A block of copper is squeezed or stretched equally from all sides, and an engineer wants the pressure from the change in volume. The usual tool is a single number, the bulk modulus B, in the linear law

P = −B (V − V₀)/V₀

Here V is the volume per atom, V₀ its value at zero pressure, and P the pressure, positive in compression and negative in tension. The table gives density-functional results for the perfect crystal; the shortest distance d is that between neighbouring atoms.

VASP 6.6.1 calculations with the PBE functional and the recommended PAW potentials for fcc copper, without spin polarisation, in uniformly scaled one-atom cells. The plane-wave cutoff is 520 eV, the k mesh 20 × 20 × 20 and the Gaussian smearing width 0.3 eV. Pressure is positive in compression.

```
volume (Å³/atom)  shortest distance (Å)  pressure (GPa)
          10.926                  2.491          16.500
          11.286                  2.518           9.960
          11.646                  2.544           4.510
          12.006                  2.570          -0.030
          12.366                  2.596          -3.810
          12.727                  2.621          -6.960
          13.087                  2.645          -9.580
```

(a) Take B from the two rows on either side of 12.006 Å³ and apply the linear law to the first and last rows. How do the numbers reveal what kind of error it makes?

Solution. Interpolation between the rows puts zero pressure at V₀ = 12.00 Å³. The slope between the two neighbouring rows then gives

B = 12.00 × (4.51 + 3.81)/(12.366 − 11.646) ≈ 139 GPa

The first and last rows lie 9 % below and above V₀, so the law predicts about +12.5 and −12.5 GPa. The calculation gives +16.5 and −9.6 GPa. Relative to these values, the law underrates the pressure of the squeezed crystal by 25 % and overrates the tension of the stretched one by 31 %.

The signs of the misses identify the fault. A badly chosen B would put the line too low on one side of V₀ and too high on the other. Here it lies too low on both sides, so no other choice of B can cure it: a term that is even in the strain is missing. Already at 3 % change in volume the error is 8 to 10 % of the pressure.

The energies show the same fault without any use of the pressures. A constant B in this law means a parabolic energy well, in which equal changes of volume up and down cost the same. In the same calculations the smallest cell lies 51 meV per atom above the lowest energy, the largest only 35 meV. The well is steep towards compression and shallow towards expansion.

(b) Perhaps the atoms are joined by perfect springs, and only the conversion from distance to volume bends the curve. Test this idea, and find what else is needed.

Solution. Let X = d/d₀ = (V/V₀)^(1/3), where d₀ is the distance at zero pressure. The pressure is −dE/dV, with E the energy per atom, and V grows as d³. If the restoring pull dE/dd is proportional to d − d₀, as in a perfect spring, these relations give

P = 3B (1 − X)/X²

This curve does bend the right way. Between the two end rows it makes the pressure 1.19 times as large as the tension. The computed ratio is 1.72, so a factor of 1.45 is left over, and it must come from the pull itself: atoms pushed together resist more strongly than atoms drawn equally far apart.

The table cannot show the reason, but it is expected to lie in how electrons hold a metal together. Much of the attraction and repulsion between neighbours depends on the overlap of electron clouds, whose tails fall off roughly exponentially with distance. When the atoms approach, the repulsion of the filled shells and the cost of confining the electrons rise faster than the attraction. When they separate, both fade, and the net pull grows less than a spring's would.

The computed energy bands show how sensitive such interactions are. Between the rows at 11.286 and 12.727 Å³ the distance grows by only 4 %. The splitting of the d levels at the centre of the Brillouin zone, which arises from the surroundings of each atom, shrinks from 0.88 to 0.73 eV, or by 17 %. This splitting is not the pull, but it shows that a small change in distance can alter the interaction a good deal.

A simple binding curve puts the idea into a formula. Let E vary as −(1 + a) exp(−a), where a is the stretch d − d₀ divided by a decay length. Its slope is a exp(−a), a spring's pull multiplied by an exponential. The pressure becomes

P = 3B (1 − X)/X² × exp[s(1 − X)]

which is known as the Vinet equation; s is d₀ divided by the decay length. A least-squares fit to the five inner rows, with V₀ held at the interpolated value, gives B = 138 GPa and s = 6.2.

The last row, which took no part in the fit, serves as a test. Its volume is 9.0 % above V₀, so X = 1.02922. With the fitted constants taken to more digits, the steps are

spring alone: 3 × 138.2 × (−0.02922)/1.02922² ≈ −11.44 GPa
exponential factor: exp[6.167 × (−0.02922)] ≈ 0.835
product: ≈ −9.55 GPa

The table has −9.58 GPa. The formula misses both end rows by less than 0.03 GPa. Adding a squared strain term to the linear law, with as many constants fitted to the same rows, leaves misses of 0.3 to 0.4 GPa there. The success supports the shape of the binding curve over this range, but does not prove its microscopic origin: other pressure–volume laws with two constants, such as the Birch–Murnaghan equation, are expected to do about as well here.

The formula also yields a rule for use. Near zero pressure, B rises by 1 + 2s/3 ≈ 5 GPa for each GPa of pressure; perfect springs, with s = 0, would give only 1. The shorter the decay length compared with the distance between atoms, the sooner a constant B fails.

(c) The row at 12.006 Å³ has a pressure of −0.03 GPa. Does the minus sign prove that this cell is slightly too large?

Solution. The pressures can be checked against the energies, since the mean pressure between two volumes is the energy difference divided by the volume difference. With smeared occupations the energy to use is the free energy, which includes the entropy term of the smearing, because the stress is the derivative of that energy. From the largest to the smallest cell the energy rises by 16.4 meV per atom over 2.161 Å³, which corresponds to 1.22 GPa. Averaging the tabulated pressures over the same range (Simpson's rule) gives 1.12 GPa. The gap of about 0.09 GPa is three times the value in question, so the sign cannot be trusted. The same comparison between the two rows next to 12.006 Å³ gives a gap of the same size. By the energies, then, this cell is under a slight positive pressure: it is a little too small, not too large.

The likely cause is the finite set of plane waves that describes the electrons. The stress is evaluated as if this set stayed the same during a small strain. At a fixed energy cutoff, however, a larger cell admits more waves, so its energy lies a little lower than the unchanged set would give. The energy differences therefore include an outward push that the stress leaves out; this error of the stress is known as Pulay stress. The sign of the gap fits, but a run with a higher cutoff would be needed to confirm it.

If the gap were the same at every volume, it would move V₀ by only 0.008 Å³, less than 0.1 %. It matters for the sign of a pressure near zero, but hardly for the curvature found in (a), where the linear law misses by several GPa.
